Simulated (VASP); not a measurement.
Given:

```
CsCl
1.0
    4.14370     0.00000     0.00000
    0.00000     4.14370     0.00000
    0.00000     0.00000     4.14370
Cs Cl
1 1
Direct
  0.00335   0.00205   0.99701
  0.49665   0.49795   0.50299
```

Calculation: HSE06 screened hybrid, VASP's PBE PAW potentials (set 64) (plane waves; VASP 6.6.1). Settings: 300 eV cut-off, 4×4×4 Γ-centred mesh, Gaussian smearing of 0.010 eV, potentials Cs_sv Cl.

Unless said otherwise, spin-orbit coupling is left out, though it shifts the bands of the heavy elements here.

Problem. Predict the energy per atom (σ→0), band gap (on the k-mesh) with the smallest direct gap where there is one.

Solution. 
- band gap (on the k-mesh) = 6.53 eV
- smallest direct gap (on the k-mesh) = 6.53 eV
- energy per atom (σ→0) = -3.820 eV/atom

Total energies compare only between runs with the same potentials, cut-off and functional.

The structure comes from a computed database's CsCl entry; how it stands against other phases isn't given here. The cell was not relaxed at this level, atoms are displaced from their ideal sites.
